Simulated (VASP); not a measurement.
Here is the system:

```
NiN
1.0
    2.81178     0.00000     0.00000
   -1.40589     2.43508     0.00000
    0.00000     0.00000     4.85433
Ni N
2 2
Direct
  0.00000   0.00000   0.00000
  0.00000   0.00000   0.50000
  0.33333   0.66667   0.25000
  0.66667   0.33333   0.75000
```

Computed with PBE GGA, VASP's PBE PAW potentials (set 64) (plane waves; VASP). Settings: 520 eV cut-off, 14×14×7 Γ-centred mesh, tetrahedra with Blöchl corrections, potentials Ni N.

Task: Tabulate the total density of states (states/eV per cell) against energy (eV; zero at the valence-band maximum or, without a gap, the Fermi level).

Result: 
```
E (eV) | DOS (states/eV)
    -9.98 |  0.00
    -9.38 |  0.00
    -8.90 |  0.00
    -8.30 |  0.04
    -7.70 | ##### 1.04
    -7.22 | ########## 2.12
    -6.62 | ########## 2.16
    -6.02 | #### 0.76
    -5.54 | ############## 2.80
    -4.94 | ############################## 6.20
    -4.34 | ################ 3.33
    -3.86 | ####### 1.47
    -3.26 | ######## 1.65
    -2.66 | #################### 4.19
    -2.18 | ######################## 5.03
    -1.58 | ############################## 6.18
    -0.98 | ########################## 5.31
    -0.50 | ######### 1.95
     0.10 | ########### 2.35
     0.70 | ##### 1.06
     1.18 | ############### 3.00
     1.78 | ################# 3.47
     2.38 | # 0.24
     2.86 |  0.00
     3.46 |  0.00
```
Within 2 eV below the Fermi level the largest weight inside VASP's projection spheres is Ni d.

The structure was generated: NiN was put into the NiAs type type (P6_3/mmc), which need not be its known phase. It was relaxed first, which changed the volume by -8 %. The run is not spin-polarised, so no magnetic state was tried.
